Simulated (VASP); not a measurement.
Runs of VASP 6.6.1 on BCl3. The cell holds a molecule in a box, 4 atoms: a = 13.134 Å, b = 13.634 Å, c = 14.134 Å, α = 90.00°, β = 90.00°, γ = 90.00°. 

| task | level | cell | atoms held fixed (from 0) | gap on the mesh (eV) | largest force (eV/Å) |
| --- | --- | --- | --- | --- | --- |
| single point | RPBE | as given | - | 5.04 | (a) |
| single point | RPBE+D3(BJ) | as given | - | 5.04 | 0.04 |
| relaxation of the atoms | PBE+D3(BJ) | atoms relaxed | [0] | 4.98 | - |
| single point | PBE | as given | - | 4.98 | 0.02 |

Alike in all rows: potentials or basis VASP PAW PBE potentials, release 64 (B, Cl); no spin polarisation; k mesh 1 × 1 × 1; cutoff (eV) 400; smearing gaussian 0.01 eV.

Task: Estimate the missing entries.

Result: (a) 0.25.

Caveats: the PAW data sets were made with another functional, which shifts forces and pressure a little (some runs).

